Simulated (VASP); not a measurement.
Wanted: the native input for a VASP 6.6.1 run.

- Task: relaxation of cell and atoms
- Functional: PBE
- Potentials or basis: VASP PAW PBE potentials, release 64 (Al, In_d, N)
- Cutoff: 520 eV
- k mesh: 5 × 5 × 2
- Occupations: gaussian, width 0.15 eV
- Spin: no spin polarisation
- Further INCAR settings: PREC = Normal; ALGO = Fast; EDIFF = 0.0001; IBRION = 2; EDIFFG = -0.08; NSW = 24; ISIF = 3

The structure of Al2InN3 lies in POSCAR:

```
Al2InN3
1.0
    3.2031876600      0.0000000000      0.0000000000
   -1.6015938300      2.7740418800      0.0000000000
    0.0000000000      0.0000000000      8.1727234200
Al In N
2 1 3
Direct
    0.3333333300      0.6666666700      0.1481249900
    0.6666666700      0.3333333300      0.8518750100
    0.0000000000      0.0000000000      0.5000000000
    0.3333333300      0.6666666700      0.7056319700
    0.0000000000      0.0000000000      0.0000000000
    0.6666666700      0.3333333300      0.2943680300
```

The cell was built by a generator and needn't be a form met in nature.

The input as run:

INCAR

```
PREC = Normal
ENCUT = 520
EDIFF = 1E-4
ISMEAR = 0
SIGMA = 0.15
LREAL = False
LASPH = True
NELM = 60
ALGO = Fast
ISIF = 3
LWAVE = False
LCHARG = False
GGA = PE
IBRION = 2
NSW = 24
EDIFFG = -0.08
```

KPOINTS

```
Automatic mesh
0
Gamma
  5 5 2
```

Potentials or basis: VASP PAW PBE potentials, release 64 (Al, In_d, N).

Run with:

```console
$ cat potpaw_PBE.64/Al/POTCAR potpaw_PBE.64/In_d/POTCAR potpaw_PBE.64/N/POTCAR > POTCAR
$ mpirun -np 1 vasp_std > vasp.out
```

It gave:

| Quantity | Value |
| --- | --- |
| Relaxed volume | 9.92 Å³/atom |
| Relaxed cell | a = 3.027 Å, b = 3.027 Å, c = 7.499 Å, α = 90.00°, β = 90.00°, γ = 120.00° |
| Space group after relaxing (to 0.05 Å) | P-3m1 (No. 164) |
| Energy gained by relaxing | 244.0 meV/atom |
| Ionic steps | 5 |
| Pressure after relaxing | 0.4 GPa |
| Largest force after relaxing | 0.063 eV/Å |
| Band gap on the k mesh | 2.47 eV, indirect (least direct gap 2.72 eV) |

Caveat: the k mesh is coarse (spacing up to 0.45 Å⁻¹), so the values aren't converged; the volume moved by over 15 % at a fixed basis, so the end points are rough; spin-orbit coupling is left out, which moves the levels of the heavy elements; an odd mesh through Γ misses points on the zone boundary, where band edges often lie; the relaxation stopped at a loose force limit of 0.08 eV/Å, so its end isn't a converged minimum.

Wall time 44 s on 1 thread of Intel(R) Xeon(R) Platinum 8259CL CPU @ 2.50GHz (Skylake/Cascade Lake), on a shared host, peak memory 0.15 GiB.
